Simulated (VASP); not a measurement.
Crystal: GaB.

```xyz
2
Lattice="2.7182 0.0000 0.0000 0.0000 2.7182 0.0000 0.0000 0.0000 3.2362" Properties=species:S:1:pos:R:3 pbc="T T T"
Ga    1.3591    1.3591    1.6181
B     0.0000    0.0000    0.0000
```

The cell was built by a generator and needn't be a form met in nature.

Base run:

```yaml
Program: VASP 6.6.1
Functional: SCAN
Potentials_or_basis: VASP PAW PBE potentials, release 64 (Ga_d, B)
Cutoff: 520 eV
k_mesh: 10 × 10 × 8
Occupations: fermi-dirac, width 0.05 eV
Spin: no spin polarisation
```

Its results: pressure -3.8 GPa.

Task: The run is repeated on the same cell with these changes: functional from SCAN to TPSS. What comes out?

Result: Pressure -1.8 GPa.

Caveats: the PAW data sets were made with another functional, which shifts forces and pressure a little.
